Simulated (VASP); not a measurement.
# TiGa11As12 (a cell with a defect) in VASP: a series of runs, part 3 of 3

VASP 6.6.1.

## 5. Single point, PBEsol+U, collinear spin, ferromagnetic start

File INCAR:

```
PREC = Accurate
ENCUT = 350
EDIFF = 1E-5
ISMEAR = 0
SIGMA = 0.03
LREAL = Auto
LASPH = True
NELM = 120
ALGO = Normal
ISIF = 2
LWAVE = False
LCHARG = False
ISPIN = 2
MAGMOM = 2 0 0 0 0 0 0 0 0 0 0 0 0 0 0 0 0 0 0 0 0 0 0 0
LORBIT = 11
NUPDOWN = 2
LMAXMIX = 4
LDAU = True
LDAUTYPE = 2
LDAUL = 2 -1 -1
LDAUU = 3 0 0
LDAUJ = 0 0 0
LDAUPRINT = 1
GGA = PS
NBANDS = 130
NELECT = 216.0
KPAR = 2
```

File KPOINTS:

```
Automatic mesh
0
Gamma
  2 2 2
```

File POSCAR:

```
TiGa11As12
1.0
    0.0000000000      8.4805500000      8.4805500000
    5.6537000000      0.0000000000      5.6537000000
    5.6537000000      5.6537000000      0.0000000000
Ti Ga As
1 11 12
Direct
    0.0000000000      0.0000000000      0.0000000000
    0.0000000000      0.0000000000      0.5000000000
    0.0000000000      0.5000000000      0.0000000000
    0.0000000000      0.5000000000      0.5000000000
    0.3333330000      0.0000000000      0.0000000000
    0.3333330000      0.0000000000      0.5000000000
    0.3333330000      0.5000000000      0.0000000000
    0.3333330000      0.5000000000      0.5000000000
    0.6666670000      0.0000000000      0.0000000000
    0.6666670000      0.0000000000      0.5000000000
    0.6666670000      0.5000000000      0.0000000000
    0.6666670000      0.5000000000      0.5000000000
    0.0833333333      0.1250000000      0.1250000000
    0.0833333333      0.1250000000      0.6250000000
    0.0833333333      0.6250000000      0.1250000000
    0.0833333333      0.6250000000      0.6250000000
    0.4166663333      0.1250000000      0.1250000000
    0.4166663333      0.1250000000      0.6250000000
    0.4166663333      0.6250000000      0.1250000000
    0.4166663333      0.6250000000      0.6250000000
    0.7500003333      0.1250000000      0.1250000000
    0.7500003333      0.1250000000      0.6250000000
    0.7500003333      0.6250000000      0.1250000000
    0.7500003333      0.6250000000      0.6250000000
```

Potentials or basis: VASP PAW PBE potentials, release 64 (Ti_sv, Ga_d, As).

The run is started by

```
> cat potpaw_PBE.64/Ti_sv/POTCAR potpaw_PBE.64/Ga_d/POTCAR potpaw_PBE.64/As/POTCAR > POTCAR
> mpirun -np 4 vasp_std > vasp.out
```

OUTCAR:

```text
PREC = Accurate
   ENCUT = 350
   EDIFF = 1E-5
   ISMEAR = 0
   LREAL = Auto
   LASPH = True
   NELM = 120
   ISIF = 2
   ISPIN = 2
   LORBIT = 11
   NUPDOWN = 2
   GGA = PS
   NELECT = 216.0

 ion  position               nearest neighbor table
   1  0.000  0.000  0.000-  21 2.45  13 2.45  15 2.45  14 2.45
   2  0.000  0.000  0.500-  22 2.45  14 2.45  16 2.45  13 2.45
   3  0.000  0.500  0.000-  23 2.45  15 2.45  16 2.45  13 2.45
   4  0.000  0.500  0.500-  24 2.45  16 2.45  14 2.45  15 2.45
   5  0.333  0.000  0.000-  13 2.45  17 2.45  18 2.45  19 2.45
   6  0.333  0.000  0.500-  14 2.45  18 2.45  17 2.45  20 2.45
[... 1795 lines left out ...]
      5.65370      2.82685      2.82685        -0.316251      0.016620      0.016620
      0.00000      2.82685      2.82685         0.223003     -0.036684     -0.036684
      2.82685      5.65370      2.82685         0.025749     -0.218478     -0.000879
[... 16 lines left out ...]
      4.24027      7.06713      9.89398        -0.005132     -0.016941      0.057171
      7.06712      9.89398      9.89398         0.042231      0.004825      0.004825
 -----------------------------------------------------------------------------------
    total drift:                                0.007795      0.003725      0.003721

  FREE ENERGIE OF THE ION-ELECTRON SYSTEM (eV)
  ---------------------------------------------------
  free  energy   TOTEN  =      -105.6412825136 eV

  energy  without entropy=     -105.6364623044  energy(sigma->0) =     -105.63887241

 total charge

# of ion       s       p       d       tot
------------------------------------------
    1        2.209   6.129   2.003  10.340
    2        0.889   0.810   9.995  11.694
    3        0.889   0.810   9.995  11.694
    4        0.890   0.810   9.995  11.695
    5        0.885   0.817   9.995  11.696
    6        0.888   0.813   9.995  11.696
[... 16 lines left out ...]
   23        1.209   1.613   0.032   2.854
   24        1.212   1.612   0.031   2.855
--------------------------------------------------
tot         26.499  34.571 112.334 173.405

 magnetization (x)

# of ion       s       p       d       tot
------------------------------------------
    1        0.015   0.012   1.214   1.240
    2        0.016   0.005  -0.000   0.021
    3        0.016   0.005  -0.000   0.021
    4        0.018   0.006  -0.000   0.024
    5        0.010   0.005   0.000   0.016
    6        0.018   0.005   0.000   0.023
[... 16 lines left out ...]
   23        0.005   0.003   0.001   0.008
   24        0.008   0.003   0.000   0.012
--------------------------------------------------
tot          0.207   0.007   1.254   1.469
```

OSZICAR:

```text
N       E                     dE             d eps       ncg     rms          rms(c)
DAV:   1     0.210500075382E+04    0.21050E+04   -0.72036E+04  3184   0.183E+03
DAV:   2     0.315564297668E+03   -0.17894E+04   -0.17375E+04  3384   0.531E+02
[... 15 lines left out ...]
DAV:  18    -0.105642327133E+03    0.28223E-02   -0.35628E-02  3568   0.539E-01    0.414E-01
DAV:  19    -0.105643472685E+03   -0.11456E-02   -0.37102E-03  3656   0.293E-01    0.304E-01
DAV:  20    -0.105641167572E+03    0.23051E-02   -0.47016E-03  3352   0.232E-01    0.962E-02
DAV:  21    -0.105641206090E+03   -0.38518E-04   -0.90369E-04  3736   0.114E-01    0.358E-02
DAV:  22    -0.105641287514E+03   -0.81424E-04   -0.14797E-04  3248   0.503E-02    0.340E-02
DAV:  23    -0.105641282514E+03    0.50007E-05   -0.63785E-05  2704   0.268E-02
   1 F= -.10564128E+03 E0= -.10563887E+03  d E =-.482021E-02  mag=     2.0000
```

stdout:

```text
POSCAR found type information on POSCAR TiGaAs
 POSCAR found :  3 types and      24 ions
 scaLAPACK will be used
 -----------------------------------------------------------------------------
|                                                                             |
|                                                                             |
|     You enforced a specific xc type in the INCAR file but a different       |
|     I HOPE YOU KNOW WHAT YOU ARE DOING!                                     |
|                                                                             |
 -----------------------------------------------------------------------------

 LDA part: xc-table for (Slater+PW92), standard interpolation
 POSCAR, INCAR and KPOINTS ok, starting setup
 FFT: planning ... GRIDC
 FFT: planning ... GRID_SOFT
 FFT: planning ... GRID
 WAVECAR not read
 entering main loop
 the old and the new charge density differ
 old charge density:   215.00000 new  215.99999
BRMIX: very serious problems
 the old and the new charge density differ
 old charge density:   215.00000 new  215.99999
    0.183E+01
```

It took 6.9 min on 4 MPI ranks of Intel Xeon 6975P-C (Granite Rapids), shared host; peak memory 0.5 GiB.

Results:

```
Free energy                                           : -105.6413 eV
Largest force                                         : 0.782 eV/Å
Net moment                                            : 2.00 μB per cell
Site moments                                          : Ti +1.24; Ga +0.02, +0.01; As -0.01, +0.01 μB
Valence electrons inside the program's atomic spheres : Ti 10.34; Ga 11.69, 11.70; As 2.90, 2.89, 2.85
```

Forces in eV/Å, atoms in the order of the input:
```
Ti   0.006 -0.004 -0.004
Ga  -0.019  0.003  0.302
Ga  -0.019  0.302  0.003
Ga  -0.316  0.017  0.017
Ga   0.223 -0.037 -0.037
Ga   0.026 -0.218 -0.001
Ga   0.026 -0.001 -0.218
Ga  -0.009 -0.031 -0.031
Ga   0.205 -0.032 -0.032
Ga  -0.021 -0.185  0.021
Ga  -0.021  0.021 -0.185
Ga  -0.008 -0.011 -0.011
As   0.299  0.351  0.351
As  -0.366 -0.289  0.348
As  -0.366  0.348 -0.289
As   0.040 -0.013 -0.013
As  -0.234  0.109  0.109
As   0.043  0.083 -0.041
As   0.043 -0.041  0.083
As  -0.017  0.032  0.032
As   0.456 -0.449 -0.449
As  -0.005  0.057 -0.017
As  -0.005 -0.017  0.057
As   0.042  0.005  0.005
```

Eigenvalues of the final occupation matrices:
```
    site  spin  trace               eigenvalues
site 1 d     1   1.62  0.15 0.15 0.15 0.58 0.59
site 1 d     2   0.40  0.02 0.02 0.11 0.12 0.12
```

Caveat: the k mesh is coarse (spacing up to 0.48 Å⁻¹), so the values aren't converged; the cell is charged against a uniform background, so pressure and absolute levels hang on convention; the PAW data sets were made with another functional, which shifts forces and pressure a little; the total moment is fixed, so each spin has its own Fermi level; the U is typed as a test and isn't derived for this compound. The state reached can hang on the start; a lower one may exist.
